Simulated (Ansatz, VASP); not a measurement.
## H15C19 (amorphous poly(p-phenylene) at 300 K): VASP beside Ansatz

Aim: how closely do two programs agree when they are given the same cell, functional and k mesh? The cell is taken from a series of runs on this material, whose earlier steps may have relaxed, scaled, displaced or heated it; both programs get it as it stands.

Main program and level: Ansatz 0.2.0; plane waves, with VASP 6.6.1 beside it; single point at PBE with D3(BJ).

### 1. The structure

The cell holds 136 atoms: 76 C and 60 H. Its edges and angles: a = 11.044 Å, b = 11.044 Å, c = 11.044 Å, α = 90.0°, β = 90.0°, γ = 90.0°. As first built, before any earlier steps moved the atoms (in the runner's words): 2 poly(p-phenylene) chains of 6 units placed at random, at 1.2 g/cm^3; overlaps pushed apart, then 20 ps at 800 K with MMFF94 bonds, angles, torsions, charges and radii (Halgren, J. Comput. Chem. 17, 490 (1996)) in harmonic and 12-6 forms; charges of ions scaled by 0.8. Snapshot after 30 ps at 300 K and fixed volume.

### 2. VASP: single point, PBE with D3(BJ)

With cell and atoms fixed, the geometry can't cause a difference; cores, projectors, grids and the points listed under the comparison can.

Lines of VASP's logs that name or quote its potential files are left out, and so is its time.

Input file INCAR:

```
SYSTEM = H15C19
PREC = Accurate
ENCUT = 520
EDIFF = 1E-06
NELM = 120
ISMEAR = 0
SIGMA = 0.01
LREAL = Auto
ALGO = Normal
GGA = PE
IVDW = 12
NBANDS = 277
LORBIT = 11
LWAVE = .FALSE.
LCHARG = .FALSE.
ISIF = 2
LASPH = .TRUE.
GGA_COMPAT = .FALSE.
EFERMI = MIDGAP
```

Input file POSCAR:

```
H15C19
1.0
   11.0435100000      0.0000000000      0.0000000000
    0.0000000000     11.0435100000      0.0000000000
    0.0000000000      0.0000000000     11.0435100000
C H
76 60
Direct
    0.4252200000      0.7696500000      0.8316000000
    0.3501200000      0.8800800000      0.8557700000
    0.2893100000      0.8930900000      0.9612400000
    0.2206100000      0.9893100000      0.9845700000
    0.2089900000      0.0817400000      0.8962700000
    0.2692600000      0.0693400000      0.7852000000
    0.3359500000      0.9657300000      0.7606500000
    0.1280800000      0.1815300000      0.9101800000
    0.1083600000      0.2276500000      0.0261800000
    0.0132800000      0.3063000000      0.0467400000
    0.9324100000      0.3380800000      0.9556300000
    0.9586100000      0.2995300000      0.8382900000
    0.0572400000      0.2262400000      0.8169200000
    0.8224600000      0.4006100000      0.9888200000
    0.7519600000      0.4687400000      0.9032300000
    0.6388600000      0.5115800000      0.9370800000
    0.5865900000      0.4773300000      0.0461900000
    0.6526800000      0.4109400000      0.1294100000
    0.7647600000      0.3657700000      0.0946700000
    0.4629300000      0.5129200000      0.0805300000
    0.4398100000      0.5994200000      0.1746600000
    0.3217200000      0.6364600000      0.1893000000
    0.2271000000      0.5876700000      0.1222200000
    0.2542400000      0.5199700000      0.0180900000
    0.3728300000      0.4759200000      0.0033200000
    0.1000800000      0.6347800000      0.1382600000
    0.0076400000      0.6244900000      0.0544500000
    0.9022900000      0.6881200000      0.0641000000
    0.8855000000      0.7667600000      0.1623900000
    0.9643900000      0.7673200000      0.2537300000
[... 100 atom lines left out ...]
    0.9038500000      0.3237800000      0.3233200000
    0.7179800000      0.2469000000      0.6336500000
    0.5940100000      0.4083000000      0.6217200000
    0.8412600000      0.0847900000      0.4726600000
    0.9239800000      0.1555500000      0.5957200000
    0.9842200000      0.1593800000      0.4514700000
```

Input file KPOINTS:

```
Automatic mesh
0
Gamma
1 1 1
0 0 0
```

PAW data sets: C and H (PBE family, release 64).

On the command line:

```
export OMP_NUM_THREADS=3
mpirun -np 1 vasp_gam
```

Numbers of over 12 decimals in the logs are rounded to 6 here.

The log of the run:

```text
[banner, memory and clock lines left out]
running    1 mpi-ranks, on    1 nodes
[...]
Offloading initialized ...    1 GPUs detected
[...]
LDA part: xc-table for (Slater+PW92), standard interpolation
 POSCAR, INCAR and KPOINTS ok, starting setup
[...]
entering main loop
       N       E                     dE             d eps       ncg     rms          rms(c)
DAV:   1     0.248194639131E+04    0.24819E+04   -0.18978E+05   562   0.122E+03
DAV:   2    -0.686188542498E+03   -0.31681E+04   -0.29813E+04   703   0.287E+02
DAV:   3    -0.979361537548E+03   -0.29317E+03   -0.28972E+03   692   0.884E+01
DAV:   4    -0.987049714334E+03   -0.76882E+01   -0.76607E+01   700   0.162E+01
[...]
DAV:  15    -0.900375595033E+03    0.10528E-04   -0.44284E-05   636   0.183E-02    0.946E-03
DAV:  16    -0.900375591138E+03    0.38957E-05   -0.14002E-05   684   0.129E-02    0.518E-03
DAV:  17    -0.900375590898E+03    0.24010E-06   -0.70187E-06   716   0.928E-03
   1 F= -.91082777E+03 E0= -.91082777E+03  d E =0.000000E+00
```

Parts of OUTCAR (step 2):

```text
  FREE ENERGIE OF THE ION-ELECTRON SYSTEM (eV)
  ---------------------------------------------------
  free  energy   TOTEN  =      -910.8277699537 eV

  energy  without entropy=     -910.8277699537  energy(sigma->0) =     -910.82776995
```

The run ends at a pressure of 3.86 GPa, with forces up to 4.5 eV/Å.

### 3. Ansatz: single point, PBE with D3(BJ)

Ansatz runs on its default PAW (the set named soft_2) files.

The same cell, functional and mesh now go to Ansatz, which takes its cutoff from its data sets.

Input file input.yaml:

```yaml
crystal:
  lattice:
    - [11.04351, 0.0, 0.0]
    - [0.0, 11.04351, 0.0]
    - [0.0, 0.0, 11.04351]
  atoms:
    - { symbol: C, position: [0.42522, 0.76965, 0.8316] }
    - { symbol: C, position: [0.35012, 0.88008, 0.85577] }
    - { symbol: C, position: [0.28931, 0.89309, 0.96124] }
    - { symbol: C, position: [0.22061, 0.98931, 0.98457] }
    - { symbol: C, position: [0.20899, 0.08174, 0.89627] }
    - { symbol: C, position: [0.26926, 0.06934, 0.7852] }
    - { symbol: C, position: [0.33595, 0.96573, 0.76065] }
    - { symbol: C, position: [0.12808, 0.18153, 0.91018] }
    - { symbol: C, position: [0.10836, 0.22765, 0.02618] }
    - { symbol: C, position: [0.01328, 0.3063, 0.04674] }
    - { symbol: C, position: [0.93241, 0.33808, 0.95563] }
    - { symbol: C, position: [0.95861, 0.29953, 0.83829] }
    - { symbol: C, position: [0.05724, 0.22624, 0.81692] }
    - { symbol: C, position: [0.82246, 0.40061, 0.98882] }
    - { symbol: C, position: [0.75196, 0.46874, 0.90323] }
    - { symbol: C, position: [0.63886, 0.51158, 0.93708] }
    - { symbol: C, position: [0.58659, 0.47733, 0.04619] }
    - { symbol: C, position: [0.65268, 0.41094, 0.12941] }
    - { symbol: C, position: [0.76476, 0.36577, 0.09467] }
    - { symbol: C, position: [0.46293, 0.51292, 0.08053] }
    - { symbol: C, position: [0.43981, 0.59942, 0.17466] }
    - { symbol: C, position: [0.32172, 0.63646, 0.1893] }
    - { symbol: C, position: [0.2271, 0.58767, 0.12222] }
    - { symbol: C, position: [0.25424, 0.51997, 0.01809] }
    - { symbol: C, position: [0.37283, 0.47592, 0.00332] }
    - { symbol: C, position: [0.10008, 0.63478, 0.13826] }
    - { symbol: C, position: [0.00764, 0.62449, 0.05445] }
    - { symbol: C, position: [0.90229, 0.68812, 0.0641] }
    - { symbol: C, position: [0.8855, 0.76676, 0.16239] }
    - { symbol: C, position: [0.96439, 0.76732, 0.25373] }
[... 100 atom lines left out ...]
    - { symbol: H, position: [0.90385, 0.32378, 0.32332] }
    - { symbol: H, position: [0.71798, 0.2469, 0.63365] }
    - { symbol: H, position: [0.59401, 0.4083, 0.62172] }
    - { symbol: H, position: [0.84126, 0.08479, 0.47266] }
    - { symbol: H, position: [0.92398, 0.15555, 0.59572] }
    - { symbol: H, position: [0.98422, 0.15938, 0.45147] }
kpoints:
  mp_grid: { grid: [1, 1, 1] }
hamiltonian:
  xc: pbe
  dispersion: d3bj
scf:
  occupations: { method: fixed }
output:
  forces: true
```

On the command line:

```
ansatz run input.yaml --threads 4 --pin off --max-ram 8192MiB --backend cpu --events-out ev --progress --plain --runs-dir out
```

The log of the run:

```text
Engine: ansatz 0.2.0, x86_64-unknown-linux-gnu
Pseudopotentials: kind: paw
Pseudopotential: C, paw, valence charge 4, recommended cutoff 420 eV (normal), C.paw.azcp
Pseudopotential: H, paw, valence charge 1, recommended cutoff 420 eV (normal), H.paw.azcp
Functional definition: PBE
  parameter kappa = 0.804
  parameter beta = 0.066725
  exchange = pbe_x(kappa = kappa, mu = beta*pi^2/3)
  correlation = pbe_c(beta = beta)
Crystal: 136 atoms, lattice volume = 1346.857 Å³
Basis set: ecut = 420 eV, 26193 PW (Γ), exchange–correlation on 150×150×150 points (8 copies of the dense FFT grid, shifted against one another)
Bands: 318, of which v1, the nominal top of the filled ones, is band 182 counted from 1 (181 counted from 0)
Symmetry: 1 space group operations
Space group: P1 (ITA 1), of the structure as read, at distance tolerance 1.1e-4 Å
k-points: 1
Non-local potential: C, projectors of the file, l = 0: 2, l = 1: 2, l = 2: 1
Non-local potential: H, projectors of the file, l = 0: 2, l = 1: 1
PAW form: soft (Blöchl's): semilocal exchange-correlation on the pseudo side does not see the compensation charge
PAW one-centre angular grid: C, 110 points (default); XC on 64 Gauss nodes
PAW one-centre angular grid: H, 110 points (default); XC on 64 Gauss nodes
Initial density: superposition of atomic densities (neutral atoms: chi_scale 0, normalization atom), corrected by the library's trained network
Initial wavefunctions: pseudopotential atomic-orbital guess
Functional: x = pbe(κ = 0.804, μ = 0.219515), c = pbe(β = 0.066725)
SCF iter   1: F=—  HF=-20030.580884 eV  |F-HF|=—  |Δ(HF+E_count)|=         —  Δρ=3.76e-3  dr2=2.66e-1  ethr=1.77e-3  ⟨swp⟩=5.0  Hψ=1007  notcnv=0  defer=134
preconditioner: auto → Resta (q_TF=auto, 2.194 Å⁻¹)  ε∞=2.6  [insulator: Δε(μ)=2.778 eV  Ē_g=15.460 eV  n_scr=250 (ndim 8)  ℏωp=19.3 eV  f_vac=0.170  ε∞_Penn≈2.6]
SCF iter   2: F=—  HF=-20030.548693 eV  |F-HF|=—  |Δ(HF+E_count)|=   3.22e-2  Δρ=1.85e-3  dr2=4.74e-2  ethr=7.30e-5  ⟨swp⟩=3.0  Hψ=495  notcnv=0  defer=134
SCF iter   3: F=—  HF=-20030.557749 eV  |F-HF|=—  |Δ(HF+E_count)|=   9.06e-3  Δρ=6.87e-4  dr2=7.56e-3  ethr=1.30e-5  ⟨swp⟩=3.0  Hψ=309  notcnv=0  defer=51
automatic band count: iteration 3 solves 235 bands in place of 318: the levels show a gap, and the empty bands left out lie too high to hold charge; the band table lists the bands solved (type scf.n_extra_bands for more)
SCF iter   4: F=—  HF=-20030.559628 eV  |F-HF|=—  |Δ(HF+E_count)|=   1.88e-3  Δρ=2.08e-4  dr2=9.80e-4  ethr=2.08e-6  ⟨swp⟩=2.0  Hψ=334  notcnv=0  defer=51
SCF iter   5: F=—  HF=-20030.559903 eV  |F-HF|=—  |Δ(HF+E_count)|=   2.75e-4  Δρ=8.52e-5  dr2=1.73e-4  ethr=2.69e-7  ⟨swp⟩=2.0  Hψ=352  notcnv=0  defer=51
SCF iter   6: F=—  HF=-20030.559945 eV  |F-HF|=—  |Δ(HF+E_count)|=   4.19e-5  Δρ=3.29e-5  dr2=2.01e-5  ethr=4.75e-8  ⟨swp⟩=2.0  Hψ=305  notcnv=0  defer=51
SCF iter   7: F=—  HF=-20030.558442 eV  |F-HF|=—  |Δ(HF+E_count)|=   1.50e-3  Δρ=1.20e-5  dr2=2.61e-6  ethr=5.51e-9  ⟨swp⟩=2.0  Hψ=387  notcnv=0  defer=50
SCF iter   8: F=—  HF=-20030.558442 eV  |F-HF|=—  |Δ(HF+E_count)|=   4.75e-7  Δρ=3.83e-6  dr2=2.50e-7  ethr=7.17e-10  ⟨swp⟩=2.0  Hψ=345  notcnv=0  defer=50
SCF iter   9: F=-20030.558442 eV  HF=-20030.558442 eV  |F-HF|=9.90e-9  |Δ(HF+E_count)|=   1.44e-7  Δρ=1.31e-6  dr2=3.45e-8  ethr=2.75e-11  ⟨swp⟩=4.0  Hψ=749  notcnv=0
SCF 1 converged in 9 iterations: F = -20030.558442 eV  dr2 = 3.45e-8
  greatest PAW one-centre occupation: 0.697 electrons in one spin orbital (limit 2), on the C atom at site 2 (counted from 0), in its partial waves of l = 0
SCF converged after 9 iterations
Free energy (F): -20030.558442 eV
Harris-Foulkes:  -20030.558442 eV  (|F-HF|=9.90e-9)
Internal energy: -20030.558442 eV  (E = F + TS)
E sigma→0 (E₀):  -20030.558442 eV
Fermi energy:    0.942202 eV
--- Per-component energies (eV) ---
  E_band       = -2249.653439
  E_kinetic    = 7768.310531
  E_local      = -21579.829319  (includes V_loc(G=0)·N_el)
  E_nonlocal   = 2199.116308
  E_hartree    = 7572.554603
  E_xc         = -4193.615360
  E_vxc        = -5216.765407  (∫ρ·V_xc dr)
  E_paw        = -7589.542214  (= ΣΔE_a)
  E_vpaw       = -565.509212  (= ΣTr[D̂ρ^β])
  E_aug_tail   = -0.082893  (compensation charges beyond the density's cutoff)
  E_ewald      = -4197.016313
  E_disp       = -10.453785  (pairwise vdW)
  E_smearing   = -0.000000  (= −TS)
  E_closure    = -0.000000  (closes the sum)
  Σ components = -20030.558442   (vs F -20030.558442, Δ=0.00e0)
--- Forces (eV/Å), atoms counted from 1 ---
  atom   1  C     -0.14171341    -0.46482207     0.45056918
  atom   2  C      0.81364265    -0.41386660    -2.86335231
  atom   3  C      0.96730074    -2.27838813     0.84058756
  atom   4  C     -1.08837257     2.38594493    -0.91872742
  atom   5  C      0.70376280    -0.88502371    -0.51844469
  atom   6  C      0.11653817    -0.88002344     0.14842437
  atom   7  C      0.14011188     0.02232163     1.93762813
  atom   8  C      0.06060372     0.26401100     1.05799635
  atom   9  C      0.25563934     0.34461253     1.46040048
  atom  10  C      0.26174596    -0.54415571    -0.04068183
  atom  11  C      0.29283664     0.30424911    -0.12980176
  atom  12  C      0.22993604     0.34900640     0.59579516
  atom  13  C     -0.94933586    -0.37144725    -1.41462126
  atom  14  C     -1.37052049    -0.01907076    -1.55363625
  atom  15  C     -0.07094363    -0.28317172     2.48338597
  atom  16  C      0.23464561    -0.64140526    -0.20982184
  atom  17  C     -0.06778384     0.83670504     1.20726478
  atom  18  C     -0.80158371    -1.00786739    -0.35884835
  atom  19  C     -0.43597047    -0.17713636     1.50619011
  atom  20  C      0.97719254     1.01865815     0.11840909
  atom  21  C     -0.36540850    -1.81072949    -2.05257021
  atom  22  C      0.90891952     0.33851184     1.27429802
  atom  23  C     -1.81721322     0.89198663    -1.48548568
  atom  24  C      1.94471153    -0.56333880     1.89525804
[...]
atom 129  H      0.83601309     0.16046604    -0.27592289
  atom 130  H      0.22151820     1.50449050    -1.68576646
  atom 131  H      0.51030598     0.39330203    -0.35534789
  atom 132  H     -0.65585297    -1.17401308     1.68926357
  atom 133  H     -1.63750344     0.89468453     0.85129319
  atom 134  H      0.45919265     0.63328663     0.79687167
  atom 135  H      0.60876591    -0.81190476     3.13342715
  atom 136  H     -1.26209749     0.34910832     0.69890039
  max |Σ_I F_I| component: 6.01e-5 eV/Å
```

The column dr2 measures how far the density is from self-consistency, as an energy; F and HF (Harris–Foulkes) agree once it is small.

### 4. Side by side

Known differences besides the potentials themselves: fixed occupations in Ansatz, narrow Gaussian smearing in VASP; the cutoff is 420 eV in Ansatz and 520 eV in VASP (PREC = Accurate, projectors in real space). Total energies have different zeros and are not compared.

Compared:

| quantity | Ansatz | VASP | difference |
| --- | --- | --- | --- |
| gap on the k mesh (eV) | 2.717 | 2.716 | +0.001 |

Forces on 10 of the 136 atoms, those with the largest forces and the largest differences (eV/Å; atoms numbered as in POSCAR):

| atom | Ansatz x, y, z | VASP x, y, z |
| --- | --- | --- |
| C2 | 0.814, -0.414, -2.863 | 0.824, -0.426, -2.868 |
| C15 | -0.071, -0.283, 2.483 | -0.044, -0.278, 2.442 |
| C24 | 1.945, -0.563, 1.895 | 1.915, -0.582, 1.864 |
| C28 | 0.925, 0.469, 1.563 | 0.884, 0.463, 1.533 |
| C30 | 3.128, -0.891, 1.684 | 3.126, -0.877, 1.712 |
| C31 | -2.721, 0.852, -0.688 | -2.693, 0.853, -0.653 |
| C37 | -3.580, -0.087, -1.085 | -3.543, -0.067, -1.074 |
| C76 | -0.028, 0.128, -4.536 | -0.019, 0.116, -4.521 |
| H103 | 2.651, 1.102, 0.907 | 2.650, 1.103, 0.907 |
| H135 | 0.609, -0.812, 3.133 | 0.612, -0.813, 3.139 |

The forces differ by 15 meV/Å r.m.s., which is 1.5 % of the r.m.s. force of 0.969 eV/Å (both taken over all components). A gap on the mesh is an upper bound, since the band edges may lie between its points.

### 5. Summary of results

```yaml
r_m_s_force_difference_single_point_pbe_with_d3_bj: 1.5 % of the r.m.s. force
```

The r.m.s. force difference is 1.5 % of the r.m.s. force (single point, PBE with D3(BJ)), within the 3 % picked in this series as the mark of a large difference. How closely two codes agree says nothing of how well the functional describes the real material.

[Lines on the potential files, build, host, timing and source positions are cut from VASP's logs without a mark.]

[Logs are printed without paths, hosts, clocks, repeated set-up lines and the standing remarks that a program may print on its own settings, such as how far it seeks lower states.]

[Hosts, paths, dates, database ids (printed as entryN), source tags and the programs' standing remarks are cut or masked in the printed files.]

[The MMFF94 radii named for the starting cell were scaled by 0.96; in molecules described by MMFF94, hydrogen bound to N, O or S took a small fixed 12-6 site in their place.]
